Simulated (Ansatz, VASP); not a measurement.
# ZnCu2SnS4: VASP beside Ansatz

Wanted: the spread between two codes on one cell, functional and k mesh. The cell is taken from a series of runs on this material, whose earlier steps may have relaxed, scaled, displaced or heated it; both programs get it as it stands.

Method: plane waves, with VASP 6.6.1 beside it; G0W0 gap at PBE, in Ansatz 0.2.0.

In doubt: one-shot GW on d or f shells is unsure (step 3), so the values of those runs are not to be relied on.

**1. The structure**

The structure is tetragonal, space group I-4 (No. 82). The conventional cell has a = 5.434 Å, b = 5.434 Å, c = 10.850 Å, α = 90.00°, β = 90.00°, γ = 90.00°. Zn has 4 S at 2.33 Å nearest. Nearest to Cu lie 4 S at 2.33 Å. Cu has 4 S at 2.33 Å nearest. Nearest to Sn lie 4 S at 2.41 Å. Nearest to S lie 1 Zn at 2.33 Å and 2 Cu at 2.33 Å and 1 Sn at 2.41 Å. Farther neighbours and most contacts between anions are not listed.

Coordinates:

```xyz
8
Lattice="-2.7171 2.7171 5.4248 2.7171 -2.7171 5.4248 2.7171 2.7171 -5.4248" Properties=species:S:1:pos:R:3 pbc="T T T"
Zn    2.7171    0.0000    2.7124
Cu    0.0000    0.0000    0.0000
Cu    0.0000    2.7171    2.7124
Sn    0.0000    0.0000    5.4248
S     4.1093    1.3227    1.3910
S     1.3227    1.3249   -1.3910
S    -1.3922    1.3944    6.8158
S     1.3944    1.3922    4.0338
```

**2. VASP: G0W0 gap, PBE**

Quasiparticle shifts depend on high empty states and on the cores, so they are the hardest test of two PAW sets.

Lines of VASP's logs that name or quote its potential files are left out, and so is its time.

The run reads the wave functions of an earlier VASP run, which isn't shown here.

Contents of INCAR:

```
SYSTEM = ZnCu2SnS4
PREC = Accurate
ENCUT = 500
ISMEAR = 0
SIGMA = 0.01
LREAL = .FALSE.
GGA = PE
NBANDS = 208
LASPH = .TRUE.
ALGO = EVGW0
NELMGW = 1
ENCUTGW = 57
NOMEGA = 64
PRECFOCK = Fast
NBANDSGW = 64
LWAVE = .FALSE.
LCHARG = .FALSE.
```

Contents of POSCAR:

```
ZnCu2SnS4
1.0
   -2.7171000000      2.7171000000      5.4248000000
    2.7171000000     -2.7171000000      5.4248000000
    2.7171000000      2.7171000000     -5.4248000000
Zn Cu Sn S
1 2 1 4
Direct
    0.2500000000      0.7500000000      0.5000000000
    0.0000000000      0.0000000000      0.0000000000
    0.7500000000      0.2500000000      0.5000000000
    0.5000000000      0.5000000000      0.0000000000
    0.3716100000      0.8844100000      0.9996000000
    0.1155900000      0.1151900000      0.4872000000
    0.8848100000      0.3720100000      0.0004000000
    0.6279900000      0.6283900000      0.5128000000
```

Contents of KPOINTS:

```
Automatic mesh
0
Gamma
4 4 4
0 0 0
```

PAW data sets: Zn_sv_GW, Cu_sv_GW, Sn_d_GW and S_GW (PBE family, release 64).

Started as:

```sh
$ mpirun -np 16 vasp_std
```

Numbers of over 12 decimals in the logs are rounded to 6 here.

Output:

```text
[banner, memory and clock lines left out]
running   16 mpi-ranks, on    1 nodes
 distrk:  each k-point on   16 cores,    1 groups
 distr:  one band on    1 cores,   16 groups

 POSCAR found type information on POSCAR ZnCuSnS
 POSCAR found :  4 types and       8 ions
|                                                                             |
|           W    W    AA    RRRRR   N    N  II  N    N   GGGG   !!!           |
|           W    W   A  A   R    R  NN   N  II  NN   N  G    G  !!!           |
|           W    W  A    A  R    R  N N  N  II  N N  N  G       !!!           |
|           W WW W  AAAAAA  RRRRR   N  N N  II  N  N N  G  GGG   !            |
|           WW  WW  A    A  R   R   N   NN  II  N   NN  G    G                |
|           W    W  A    A  R    R  N    N  II  N    N   GGGG   !!!           |
|                                                                             |
|     For optimal performance we recommend to set                             |
|       NCORE = 2 up to number-of-cores-per-socket                            |
|     NCORE specifies how many cores store one orbital (NPAR=cpu/NCORE).      |
|     This setting can greatly improve the performance of VASP for DFT.       |
|     The default, NCORE=1 might be grossly inefficient on modern             |
|     multi-core architectures or massively parallel machines. Do your        |
|     Unfortunately you need to use the default for GW and RPA                |
|     calculations (for HF NCORE is supported but not extensively tested      |
|     yet).                                                                   |
|                                                                             |

|                                                                             |
|           W    W    AA    RRRRR   N    N  II  N    N   GGGG   !!!           |
|           W    W   A  A   R    R  NN   N  II  NN   N  G    G  !!!           |
|           W    W  A    A  R    R  N N  N  II  N N  N  G       !!!           |
|           W WW W  AAAAAA  RRRRR   N  N N  II  N  N N  G  GGG   !            |
|           WW  WW  A    A  R   R   N   NN  II  N   NN  G    G                |
|           W    W  A    A  R    R  N    N  II  N    N   GGGG   !!!           |
|                                                                             |
|     The default for ENCUTGWSOFT is different in this version of VASP.       |
|     please manually set ENCUTGWSOFT =57 in the INCAR file.                  |
|                                                                             |

 LDA part: xc-table for (Slater+PW92), standard interpolation
 found WAVECAR, reading the header
 POSCAR, INCAR and KPOINTS ok, starting setup
 FFT: planning ... GRIDC
 FFT: planning ... GRID_SOFT
 FFT: planning ... GRID
 reading WAVECAR
 the WAVECAR file was read successfully
 initial charge from wavefunction
 available memory per node:     27.51 GB, setting MAXMEM to     28174

 The Fermi energy was updated, please check that it is located mid-gap
 values below the HOMO (VB) or above the LUMO (CB) will cause erroneous energies
 E-fermi :   4.9102

 calculate exact exchange contribution
 the WAVEDER file was read successfully
|                                                                             |
|           W    W    AA    RRRRR   N    N  II  N    N   GGGG   !!!           |
|           W    W   A  A   R    R  NN   N  II  NN   N  G    G  !!!           |
|           W    W  A    A  R    R  N N  N  II  N N  N  G       !!!           |
|           W WW W  AAAAAA  RRRRR   N  N N  II  N  N N  G  GGG   !            |
|           WW  WW  A    A  R   R   N   NN  II  N   NN  G    G                |
|           W    W  A    A  R    R  N    N  II  N    N   GGGG   !!!           |
|                                                                             |
|     Automatic setting of frequency mesh for GW failed. Frequency mesh       |
|     properly not suitable for determining QP energies. Consider             |
|     increasing number of kpoints.                                           |
|                                                                             |

energies w=
    0.000    0.000    1.309    0.000    2.614    0.000    3.915    0.000
    5.208    0.000    6.492    0.000    7.764    0.000    9.022    0.000
   10.267    0.000   11.496    0.000   12.709    0.000   13.907    0.000
   15.089    0.000   16.256    0.000   17.409    0.000   18.548    0.000
   19.674    0.000   20.790    0.000   21.896    0.000   22.994    0.000
   24.086    0.000   25.173    0.000   26.258    0.000   27.343    0.000
   28.429    0.000   29.520    0.000   30.617    0.000   31.723    0.000
   32.841    0.000   33.973    0.000   35.124    0.000   36.295    0.000
   37.491    0.000   38.715    0.000   39.972    0.000   41.266    0.000
   42.603    0.000   43.988    0.000   45.427    0.000   46.928    0.000
   48.499    0.000   50.148    0.000   51.887    0.000   53.727    0.000
   55.682    0.000   57.768    0.000   60.005    0.000   62.413    0.000
   65.019    0.000   67.855    0.000   70.959    0.000   74.376    0.000
   78.163    0.000   82.391    0.000   87.146    0.000   92.542    0.000
   98.724    0.000  105.882    0.000  114.273    0.000  124.248    0.000
  136.303    0.000  151.163    0.000  169.925    0.000  194.338    0.000
 responsefunction array rank=     176
 LDA part: xc-table for (Slater+PW92), standard interpolation

 min. memory requirement per mpi rank    565.2 MB, per node   9043.3 MB

 allocating   4 responsefunctions rank=   176
 shmem allocating  64 responsefunctions rank=   176
 response function shared by NCSHMEM nodes    1
 Doing            4  frequencies on each core in blocks of           64
NQ=   1    0.0000    0.0000    0.0000,
|.........|.........|.........|.........|.........|.........|.........|.........
 performed       1355000 updates of chi_q(r,r)
 total number of BLAS operations        260.58 Gflops
NQ=   2    0.2500   -0.0000    0.0000,
|.........|.........|.........|.........|.........|.........|.........|.........
 performed       4041000 updates of chi_q(r,r)
 total number of BLAS operations        763.78 Gflops
NQ=   3    0.5000   -0.0000    0.0000,
|.........|.........|.........|.........|.........|.........|.........|.........
 performed       6168000 updates of chi_q(r,r)
 total number of BLAS operations       1167.49 Gflops
NQ=   4    0.2500    0.2500    0.0000,
|.........|.........|.........|.........|.........|.........|.........|.........
 performed       8854000 updates of chi_q(r,r)
 total number of BLAS operations       1697.34 Gflops
NQ=   5    0.5000    0.2500    0.0000,
|.........|.........|.........|.........|.........|.........|.........|.........
 performed      11540000 updates of chi_q(r,r)
 total number of BLAS operations       2213.78 Gflops
NQ=   6    0.5000   -0.2500   -0.2500,
|.........|.........|.........|.........|.........|.........|.........|.........
 performed      14226000 updates of chi_q(r,r)
 total number of BLAS operations       2730.22 Gflops
NQ=   7   -0.2500    0.2500    0.0000,
|.........|.........|.........|.........|.........|.........|.........|.........
 performed      16380000 updates of chi_q(r,r)
 total number of BLAS operations       3176.99 Gflops
NQ=   8    0.5000    0.5000    0.0000,
|.........|.........|.........|.........|.........|.........|.........|.........
 performed      18028000 updates of chi_q(r,r)
 total number of BLAS operations       3497.96 Gflops
NQ=   9    0.2500    0.2500    0.2500,
|.........|.........|.........|.........|.........|.........|.........|.........
 performed      19543000 updates of chi_q(r,r)
 total number of BLAS operations       3778.08 Gflops
NQ=  10   -0.2500    0.2500    0.2500,
|.........|.........|.........|.........|.........|.........|.........|.........
 performed      21697000 updates of chi_q(r,r)
 total number of BLAS operations       4171.07 Gflops
NQ=  11    0.5000    0.5000    0.2500,
|.........|.........|.........|.........|.........|.........|.........|.........
 performed      23851000 updates of chi_q(r,r)
 total number of BLAS operations       4579.84 Gflops
NQ=  12   -0.2500    0.5000    0.2500,
|.........|.........|.........|.........|.........|.........|.........|.........
 performed      26537000 updates of chi_q(r,r)
 total number of BLAS operations       5123.28 Gflops
NQ=  13   -0.2500   -0.2500    0.2500,
|.........|.........|.........|.........|.........|.........|.........|.........
 performed      28212000 updates of chi_q(r,r)
 total number of BLAS operations       5462.10 Gflops
NQ=  14    0.5000    0.5000    0.5000,
|.........|.........|.........|.........|.........|.........|.........|.........
 performed      29567000 updates of chi_q(r,r)
 total number of BLAS operations       5760.97 Gflops
 resolving degeneracies of screened two electron integrals

 calculate QP shifts <psi_nk| G(iteration)W_0 |psi_nk>: iteration 1
 entering main loop
```

Parts of OUTCAR (step 2):

```text
ion  position               nearest neighbor table
   1  0.250  0.750  0.500-   8 2.33   7 2.33   6 2.33   5 2.33
   2  0.000  0.000  0.000-   5 2.33   8 2.33   7 2.33   6 2.33
   3  0.750  0.250  0.500-   7 2.33   6 2.33   5 2.33   8 2.33
   4  0.500  0.500  0.000-   8 2.41   7 2.41   6 2.41   5 2.41
   5  0.372  0.884  1.000-   1 2.33   2 2.33   3 2.33   4 2.41
   6  0.116  0.115  0.487-   1 2.33   2 2.33   3 2.33   4 2.41
   7  0.885  0.372  0.000-   1 2.33   2 2.33   3 2.33   4 2.41
   8  0.628  0.628  0.513-   1 2.33   2 2.33   3 2.33   4 2.41

  LATTYP: Found a body centered tetragonal cell.
 ALAT       =     5.4342000000
 C/A-ratio  =     1.9965404291

 Subroutine GETGRP returns: Found  4 space group operations
 (whereof  4 operations were pure point group operations)

The static configuration has the point symmetry S_4 .

 Found     14 irreducible k-points:

   k-points           NKPTS =     14   k-points in BZ     NKDIM =     64   number of bands    NBANDS=    208

   dimension x,y,z NGX =    48 NGY =   48 NGZ =   48
   dimension x,y,z NGXF=    96 NGYF=   96 NGZF=   96

   ENCUT  =  500.0 eV  36.75 Ry    6.06 a.u.  12.12 12.12 12.12*2*pi/ulx,y,z

   NELECT =      96.0000    total number of electrons

  energy-cutoff  :      500.00
  volume of cell :      160.20
      direct lattice vectors                 reciprocal lattice vectors
    -2.717100000  2.717100000  5.424800000     0.000000000  0.184019727  0.092169297
     2.717100000 -2.717100000  5.424800000     0.184019727  0.000000000  0.092169297
     2.717100000  2.717100000 -5.424800000     0.184019727  0.184019727  0.000000000

 k-points in reciprocal lattice and weights: Automatic mesh
   0.00000000  0.00000000  0.00000000       0.016
   0.25000000 -0.00000000  0.00000000       0.125
   0.50000000 -0.00000000  0.00000000       0.062
   0.25000000  0.25000000  0.00000000       0.125
   0.50000000  0.25000000  0.00000000       0.125
   0.50000000 -0.25000000 -0.25000000       0.125
  -0.25000000  0.25000000  0.00000000       0.062
   0.50000000  0.50000000  0.00000000       0.031
   0.25000000  0.25000000  0.25000000       0.031
[...]
-0.25000000 -0.25000000  0.25000000       0.031
   0.50000000  0.50000000  0.50000000       0.016

 E-fermi :   4.9102

 QP shifts <psi_nk| G(iteration)W_0 |psi_nk>: iteration 1
 for sc-GW calculations column KS-energies equals QP-energies in previous step
 and V_xc(KS)=  KS-energies - (<T + V_ion + V_H > + <T+V_H+V_ion>^1  + <V_x>^1)
 k-point   1 :       0.0000    0.0000    0.0000
  band No.  KS-energies  QP-energies   sigma(KS)   V_xc(KS)     V^pw_x(r,r')   Z            occupation Imag(sigma)
    ...
     45       3.4121       2.2196     -29.2018     -27.5245     -35.9833       0.7110       2.0000       0.9957
     46       4.6859       3.9264     -23.9399     -22.9219     -28.2679       0.7461       2.0000       0.6029
     47       4.6859       3.9264     -23.9399     -22.9219     -28.2679       0.7461       2.0000       0.6029
     48       4.7674       3.9650     -24.4823     -23.4039     -28.9775       0.7441       2.0000       0.6204
     49       5.0530       5.7819     -11.8273     -12.7378      -9.2711       0.8006       0.0000      -0.2766
     50       6.7956       7.2323     -11.4676     -12.0086      -8.6736       0.8072       0.0000      -0.3495
     51       7.6612       8.4934     -12.3005     -13.3379      -9.2152       0.8022       0.0000      -0.3969
     52       8.5528       9.4065     -10.9067     -11.9665      -7.5042       0.8056       0.0000      -0.4747
    ...

 k-point   2 :       0.2500   -0.0000    0.0000
  band No.  KS-energies  QP-energies   sigma(KS)   V_xc(KS)     V^pw_x(r,r')   Z            occupation Imag(sigma)
    ...
     45       3.5202       2.3895     -28.0133     -26.4380     -34.3645       0.7177       2.0000       0.9380
     46       3.9393       2.9830     -26.4095     -25.0967     -31.8217       0.7285       2.0000       0.7948
     47       4.2695       3.4059     -24.5269     -23.3594     -29.3203       0.7397       2.0000       0.6907
     48       4.5626       3.7188     -24.5814     -23.4443     -29.2545       0.7420       2.0000       0.6565
     49       6.0846       6.9056     -13.1685     -14.2021     -10.8027       0.7943       0.0000      -0.2986
     50       7.6552       8.2405     -11.0635     -11.7878      -7.9721       0.8082       0.0000      -0.4031
     51       7.8000       8.5675     -11.2765     -12.2286      -8.0689       0.8061       0.0000      -0.4128
     52       8.1970       9.0016     -10.4936     -11.4894      -7.1071       0.8079       0.0000      -0.4516
    ...

 k-point   3 :       0.5000   -0.0000    0.0000
  band No.  KS-energies  QP-energies   sigma(KS)   V_xc(KS)     V^pw_x(r,r')   Z            occupation Imag(sigma)
    ...
     45       3.6660       2.5727     -28.0517     -26.5309     -34.2844       0.7189       2.0000       0.9142
     46       3.7283       2.6542     -26.8477     -25.3639     -32.7733       0.7239       2.0000       0.8779
     47       3.7898       2.7496     -27.0295     -25.5934     -32.8980       0.7243       2.0000       0.8648
     48       4.2954       3.3627     -25.1666     -23.9002     -30.2493       0.7365       2.0000       0.7297
     49       6.5175       7.5565     -12.6062     -13.9140      -9.7524       0.7945       0.0000      -0.3757
     50       7.9460       8.7107     -10.1721     -11.1161      -6.8025       0.8101       0.0000      -0.4391
     51       8.0627       8.9432     -10.8261     -11.9176      -7.4094       0.8067       0.0000      -0.4475
     52       9.0086       9.8534     -11.3240     -12.3751      -7.8934       0.8038       0.0000      -0.4942
    ...

 k-point   4 :       0.2500    0.2500    0.0000
  band No.  KS-energies  QP-energies   sigma(KS)   V_xc(KS)     V^pw_x(r,r')   Z            occupation Imag(sigma)
    ...
     45       3.5774       2.4813     -27.1584     -25.6402     -33.2502       0.7220       2.0000       0.9150
     46       3.8049       2.7482     -26.9365     -25.4773     -32.8378       0.7241       2.0000       0.8669
     47       4.3815       3.5095     -24.8228     -23.6433     -29.6928       0.7393       2.0000       0.6908
     48       4.3974       3.5175     -24.8253     -23.6356     -29.6998       0.7395       2.0000       0.6915
     49       5.9607       6.8408     -12.3573     -13.4593      -9.6788       0.7986       0.0000      -0.3273
     50       7.4915       8.2552     -11.0169     -11.9623      -7.7920       0.8078       0.0000      -0.4038
     51       7.8013       8.5037     -10.8842     -11.7532      -7.6478       0.8084       0.0000      -0.4140
     52       7.9694       8.6548     -10.5496     -11.3967      -7.2190       0.8091       0.0000      -0.4269
    ...

[... 4 further parts left out ...]
```

This run has no spin polarisation, so a moment on Cu, if there is one, isn't seen.

[end of part 1 of 2]

[Lines on the potential files, build, host, timing and source positions are cut from VASP's logs without a mark.]

[Logs are printed without paths, hosts, clocks, repeated set-up lines and the standing remarks that a program may print on its own settings, such as how far it seeks lower states.]

[Hosts, paths, dates, database ids (printed as entryN), source tags and the programs' standing remarks are cut or masked in the printed files.]
